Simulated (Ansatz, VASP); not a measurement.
# Ru (Ruthenium): VASP beside Ansatz, part 2 of 2

One calculation is typed for both programs; each brings its own data sets. How far apart do they land? The cell is taken from a series of runs on this material, whose earlier steps may have relaxed, scaled, displaced or heated it; both programs get it as it stands.

VASP 6.6.1 and Ansatz 0.2.0.

So far: Starting point; VASP: zone-centre phonons, PBEsol.

## (3) Ansatz: zone-centre phonons, PBEsol

Level of this step: Ansatz beside VASP: Kohn-Sham DFT, plane waves, PBEsol (Ansatz).

Ansatz runs on its PAW soft_1 files.

The same cell, functional, mesh and smearing now go to Ansatz, which takes its cutoff from its data sets.

Input file input.yaml:

```yaml
crystal:
  lattice:
    - [2.6526238248, 0.0, 0.0]
    - [-1.3263119124, 2.2972396189, 0.0]
    - [0.0, 0.0, 4.1966484382]
  atoms:
    - { symbol: Ru, position: [0.3333333333, 0.6666666667, 0.25] }
    - { symbol: Ru, position: [0.6666666667, 0.3333333333, 0.75] }
kpoints:
  mp_grid: { grid: [18, 18, 12] }
hamiltonian:
  xc: pbesol
  pseudopotentials: { kind: paw, azcp: { folder: soft_1 }, xc_functional: pbe }
scf:
  occupations: { method: methfessel_paxton, width: 0.2 }
output:
  eigenvalues: true
phonons:
  method: dfpt
```

Command:

```
$ ansatz run input.yaml --threads 4 --pin off --max-ram 10240MiB --backend cpu --events-out ev --progress --plain --runs-dir out
```

Numbers of over 12 decimals in the logs are rounded to 6 here.

Log:

```text
zone centre: on kpoints.mp_grid the ground state, and the responses unless they are solved on pairs of k-points, stand on 637 of the mesh's 3888 k-points, reduced under 4 symmetry operations, with k and −k counted as one. Each operation leaves every solved displacement unchanged or reverses it
Engine: ansatz 0.2.0, aarch64-unknown-linux-gnu
Pseudopotentials: kind: paw
Pseudopotential: Ru, paw, valence charge 16, recommended cutoff 420 eV (normal), soft_1/Ru.paw.azcp
Functional definition: PBEsol
  exchange = pbesol_x
  correlation = pbesol_c
Crystal: 2 atoms, lattice volume = 25.573 Å³
Basis set: ecut = 420 eV, 525 PW (Γ), exchange–correlation on 36×36×60 points (8 copies of the dense FFT grid, shifted against one another)
Bands: 20, of which v1, the nominal top of the filled ones, is band 16 counted from 1 (15 counted from 0)
Symmetry: 24 space group operations
k-points: 637 of 3888 (irreducible under 4 space group operations, time reversal used)
Non-local potential: Ru, projectors of the file, l = 0: 3, l = 1: 2, l = 2: 2, l = 3: 1
PAW form: soft (Blöchl's): semilocal exchange-correlation on the pseudo side does not see the compensation charge
PAW frozen core: Ru, regenerated for the run's functional, and the local potential with it (the file was generated under x = pbe(κ = 0.804, μ = 0.219515), c = pbe(β = 0.066725))
PAW one-centre angular grid: Ru, 590 points (default); XC on 64 Gauss nodes
Initial density: superposition of atomic densities (chi_scale 0.1, normalization cell)
Initial wavefunctions: pseudopotential atomic-orbital guess
Functional: x = pbesol(κ = 0.804, μ = 0.123457), c = pbesol(β = 0.046)
SCF iter   1: F=—  HF=-11634.433886 eV  |F-HF|=—  |Δ(HF+E_count)|=         —  Δρ=1.31e-1  dr2=4.06e0  ethr=3.10e-3  ⟨swp⟩=5.0  Hψ=111861  notcnv=0  defer=68
automatic band count: the SCF goes on with 24 bands, as 20 were too few: they end inside the smearing window of the response
preconditioner: auto → none  [metal: Δε(μ)=0.024 eV  Ē_g=12.158 eV  σ=0.200 eV  W_gap=0.10  n_scr=8 (ndim 8)  ℏωp=29.4 eV  f_vac=0.000  D(μ)=1.42/eV (n_scr^D=22)  sad-step TF]
SCF iter   2: F=—  HF=-11633.481313 eV  |F-HF|=—  |Δ(HF+E_count)|=   9.53e-1  S|Δr|=    0.00e0  Δρ=7.44e-2  dr2=1.30e0  ethr=3.10e-3  ⟨swp⟩=2.8  Hψ=29478  notcnv=0  defer=1825
SCF iter   3: F=—  HF=-11633.044755 eV  |F-HF|=—  |Δ(HF+E_count)|=   4.37e-1  S|Δr|=    0.00e0  Δρ=3.91e-3  dr2=1.63e-3  ethr=3.10e-3  ⟨swp⟩=2.1  Hψ=21996  notcnv=0  defer=1825
SCF iter   4: F=—  HF=-11633.045602 eV  |F-HF|=—  |Δ(HF+E_count)|=   8.47e-4  S|Δr|=    0.00e0  Δρ=3.18e-4  dr2=4.83e-6  ethr=5.08e-6  ⟨swp⟩=2.5  Hψ=29865  notcnv=0  defer=1701
SCF iter   5: F=—  HF=-11633.045611 eV  |F-HF|=—  |Δ(HF+E_count)|=   8.99e-6  S|Δr|=    0.00e0  Δρ=1.11e-4  dr2=2.11e-6  ethr=1.51e-8  ⟨swp⟩=2.0  Hψ=23837  notcnv=0  defer=1701
SCF iter   6: F=—  HF=-11633.045609 eV  |F-HF|=—  |Δ(HF+E_count)|=   1.53e-6  S|Δr|=    0.00e0  Δρ=2.38e-5  dr2=7.16e-8  ethr=6.60e-9  ⟨swp⟩=2.0  Hψ=21183  notcnv=0  defer=1701
SCF iter   7: F=—  HF=-11633.045609 eV  |F-HF|=—  |Δ(HF+E_count)|=   3.07e-8  S|Δr|=    0.00e0  Δρ=2.61e-6  dr2=1.31e-9  ethr=2.24e-10  ⟨swp⟩=2.5  Hψ=24038  notcnv=0  defer=1701
SCF iter   8: F=-11633.045609 eV  HF=-11633.045609 eV  |F-HF|=3.64e-12  |Δ(HF+E_count)|=  1.13e-10  S|Δr|=    0.00e0  Δρ=1.40e-7  dr2=3.93e-12  ethr=1.00e-12  ⟨swp⟩=9.1  Hψ=89372  notcnv=0
SCF 1 converged in 8 iterations: F = -11633.045609 eV  dr2 = 3.93e-12
  greatest PAW one-centre occupation: 1.000 electrons in one spin orbital (limit 2), on the Ru atom at site 1 (counted from 0), in its partial waves of l = 0
DFPT response loops at Γ: preconditioner auto → Kerker (q_TF=auto, 2.832 Å⁻¹) (partly filled bands, converged f_vac=0.000); β = 1.00, the filter's whole step (`scf.mixing.beta` (0.50) is not read by the response loops under this deck's `scf.mixing.preconditioner`; to damp them name `kerker` or `kerker_dos`, under which they read `scf.mixing.beta`, and type it under 1.00, their step now; both keys bind the ground state too); Broyden in place of MSR1
SCF converged after 8 iterations
Stability not checked: this state was not tested for a lower state beside it, because cold or Methfessel-Paxton smearing, or corrected tetrahedra, fill the levels in a way that the test cannot read (fill_not_monotonic; see scf.lower_state_search)
Free energy (F): -11633.045609 eV
Harris-Foulkes:  -11633.045609 eV  (|F-HF|=3.64e-12)
Internal energy: -11633.046224 eV  (E = F + TS)
E sigma→0 (E₀):  -11633.045763 eV
Entropy (-TS):   0.000615 eV (0.307 meV/atom)
Fermi energy:    24.949843 eV
Step filling:    the computed levels leave a gap of 0.0000 eV = 0.0 smearing widths at the electron count; against every level under it full and every level over it empty, smearing changes F+E_penalty+E_count by +0.386 meV and its σ→0 estimate by +0.232 meV
--- Per-component energies (eV) ---
  E_band       = -65.768247
  E_kinetic    = 925.720733
  E_local      = -2415.510208  (includes V_loc(G=0)·N_el)
  E_nonlocal   = 828.842614
  E_hartree    = 800.462320
  E_xc         = -340.402499
  E_vxc        = -431.977738  (∫ρ·V_xc dr)
  E_paw        = -6880.367069  (= ΣΔE_a)
  E_vpaw       = -573.769619  (= ΣTr[D̂ρ^β])
  E_aug_tail   = 0.001211  (compensation charges beyond the density's cutoff)
  E_ewald      = -4552.299919
  E_core_change = 0.506593  (= ΣΔE_core)
  E_smearing   = 0.000615  (= −TS)
  E_closure    = -0.000000  (closes the sum)
  Σ components = -11633.045609   (vs F -11633.045609, Δ=0.00e0)
--- Band table (eV; the first three rows and the last of 637) ---
  k-point 0: bands = [... 12 lower, 22.2871, 22.8437, 22.8437, 23.4205, 23.4205, 26.2500, 26.2500, 26.2606, ... 4 higher]
  k-point 1: bands = [... 12 lower, 22.2438, 22.7916, 22.7916, 23.5429, 23.5429, 25.9865, 26.2581, 26.2581, ... 4 higher]
  k-point 2: bands = [... 12 lower, 22.1242, 22.6504, 22.6504, 23.8524, 23.8524, 25.2768, 26.2644, 26.2644, ... 4 higher]
  k-point 636: bands = [... 12 lower, 22.0778, 22.0778, 23.4715, 23.4715, 26.7736, 26.7736, 30.3758, 30.3758, ... 4 higher]
--- Phonons (Γ-DFPT): 2 representative perturbations + reference, on 637 of 3888 k-points (Σ response iterations 6) ---
  k mesh reduced under 4 symmetry operations, with k and −k counted as one. Each operation leaves every solved displacement unchanged or reverses it
  ASR residual: 1.091e-4 → 0.000e0 eV/Å²; symmetrization residual: 5.134e-13 eV/Å²
  ASR residual per site (eV/Å²): 1.09e-4 1.09e-4
  Γ frequencies (cm⁻¹): 0.00 0.00 0.00 220.09 220.09 300.67
  non-analytic LO–TO correction: not included (Born effective charges unavailable; polar crystals: no LO–TO splitting at Γ)
```

## (4) Comparison

Known differences besides the potentials themselves: the data sets hold 32 valence electrons in Ansatz (on its PAW soft_1 files) and 28 in VASP; the cutoff is 420 eV in Ansatz and 500 eV in VASP; Ansatz makes its cores anew for this functional, VASP keeps those of its PBE data sets. Total energies have different zeros and are not compared.

Both answers:

```
                  quantity  Ansatz   VASP  difference
optical mode 1 to 2 (cm⁻¹)   220.1  220.1     -0.01 %
     optical mode 3 (cm⁻¹)   300.7  301.5     -0.29 %
```

Modes are paired by rising frequency, not by their patterns, so a pair may set unlike modes beside each other; they are those without the splitting of longitudinal modes.

## (5) Results

```json
{
 "r.m.s. difference of the optical zone-centre modes, each program's sorted by frequency (zone-centre phonons, PBEsol)": "0.50 cm⁻¹"
}
```

The r.m.s. difference of the optical zone-centre modes, each program's sorted by frequency is 0.50 cm⁻¹ (zone-centre phonons, PBEsol). The data sets hold unlike numbers of valence electrons (32 in Ansatz and 28 in VASP), so part of the differences comes from the potentials. Such differences can come from data sets, numerical settings and the points named under the comparisons, not from the functional's error against experiment.

[Lines on the potential files, build, host, timing and source positions are cut from VASP's logs without a mark.]

[Logs are printed without paths, hosts, clocks, repeated set-up lines and the standing remarks that a program may print on its own settings, such as how far it seeks lower states.]

[Hosts, paths, dates, database ids (printed as entryN), source tags and the programs' standing remarks are cut or masked in the printed files.]
